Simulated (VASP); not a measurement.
Ga8Sb3P5, 16 atoms in the cell. The structure is trigonal, space group R3m (No. 160). Conventional cell: a = 8.048 Å, b = 8.048 Å, c = 19.782 Å, α = 90.00°, β = 90.00°, γ = 120.00°. Ga (site symmetry m) is surrounded by 3 P at 2.42 to 2.43 Å and 1 Sb at 2.60 Å. Ga (site symmetry 3m) has 1 P at 2.32 Å and 3 Sb at 2.53 Å as nearest neighbours. Ga (site symmetry m) is surrounded by 2 P at 2.37 Å and 2 Sb at 2.57 Å. Ga (site symmetry 3m) is surrounded by 4 P at 2.47 to 2.50 Å. Sb (site symmetry m) is surrounded by 4 Ga at 2.53 to 2.60 Å. P (site symmetry 3m) has 4 Ga at 2.32 to 2.43 Å as nearest neighbours. P (site symmetry m) is surrounded by 4 Ga at 2.37 to 2.47 Å. P (site symmetry 3m) has 4 Ga at 2.37 to 2.50 Å as nearest neighbours. The cell was built by a generator and needn't be a form met in nature.

```yaml
Program: VASP 6.6.1
Task: single point
Functional: PBEsol
Potentials_or_basis: VASP PAW PBE potentials, release 64 (Ga_d, Sb, P)
Cutoff: 520 eV
k_mesh: 4 × 4 × 4
Occupations: gaussian, width 0.01 eV
Spin: no spin polarisation
Dipole_correction: no
Further_INCAR_settings: LREAL = Auto; ALGO = Fast; EDIFF = 1e-06; NBANDS = 86
```

Potentials or basis: VASP PAW PBE potentials, release 64 (Ga_d, Sb, P).

Command:

```sh
$ cat potpaw_PBE.64/Ga_d/POTCAR potpaw_PBE.64/Sb/POTCAR potpaw_PBE.64/P/POTCAR > POTCAR
$ mpirun -np 1 vasp_std > vasp.out
```

Hardware: 1 thread of Intel(R) Xeon(R) 6975P-C (Granite Rapids) (shared host).

How long does it take, and how much memory?

Wall time 6.3 min on 1 thread of Intel(R) Xeon(R) 6975P-C (Granite Rapids), on a shared host, peak memory 0.63 GiB. Counts: scf iterations 17, k points 13.
